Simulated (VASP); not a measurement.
An input for Ansatz (written as the equivalent of a VASP run, and not itself run):

Ansatz 0.2 input:
```yaml
crystal:
  lattice:
    - [4.7204960, 0.0000000, 0.0000000]
    - [0.0000000, 4.7204960, 0.0000000]
    - [0.0000000, 0.0000000, 4.7204960]
  atoms:
    - { symbol: Ti, position: [0.0000000, 0.0000000, 0.0000000] }
    - { symbol: Cl, position: [0.5000000, 0.0000000, 0.0000000] }
    - { symbol: Cl, position: [0.0000000, 0.0000000, 0.5000000] }
    - { symbol: Cl, position: [0.0000000, 0.5000000, 0.0000000] }
kpoints:
  mp_grid: { grid: [5, 5, 5] }
hamiltonian:
  xc: pbe
  pseudopotentials: { kind: paw }
  hubbard:
    sites:
      - { species: Ti, l: d, u_eff: 8 }
scf:
  occupations: { method: gaussian, width: 0.05 }
  max_iter: 100
output: { forces: true, stress: true, eigenvalues: true }
```

**Question.** Write the VASP files for the same calculation (PBE+U).

**Answer.** Several could match; the one computed here: 
**INCAR**
```
SYSTEM = TiCl3
PREC = Accurate; ENCUT = 300; LREAL = .FALSE.
LASPH = .TRUE.
EDIFF = 1E-6; NELM = 100; ALGO = Normal
LMAXMIX = 4
ISMEAR = 0; SIGMA = 0.05
GGA = PE
LDAUL = 2 -1
LDAUU = 8.0 0
LDAUJ = 0 0
LDAU = .TRUE.; LDAUTYPE = 2
ISIF = 2
LWAVE = .FALSE.; LCHARG = .FALSE.
```

### POSCAR
```
TiCl3
4.7204960
  1.0000000000   0.0000000000   0.0000000000
  0.0000000000   1.0000000000   0.0000000000
  0.0000000000   0.0000000000   1.0000000000
Ti Cl
1 3
Direct
  0.0000000000   0.0000000000   0.0000000000
  0.5000000000   0.0000000000   0.0000000000
  0.0000000000   0.0000000000   0.5000000000
  0.0000000000   0.5000000000   0.0000000000
```

File KPOINTS:
```
Automatic mesh
0
Gamma
5 5 5
0 0 0
```

POTCAR, in this order: Ti_sv Cl (PBE.64 set). Program: vasp_std.

The two are equivalent in intent, not identical: each code has its own PAW files, so the cut-off isn't converted (ENCUT is set for VASP's; basis.ecutwfc is left out, and Ansatz then takes the one that its files recommend); Ansatz stops its SCF on the density residual and VASP on the energy change (EDIFF); the +U projectors differ, so the same U acts differently.

The structure was generated: TiCl3 was put into an ordered model structure, which need not be its known phase. The cell was not relaxed at this level. The run is one of a series of settings (LDAU = .TRUE., LDAUJ = 0 0, LDAUL = 2 -1, LDAUTYPE = 2, LDAUU = 8.0 0 against the base run), some of them coarse on purpose.
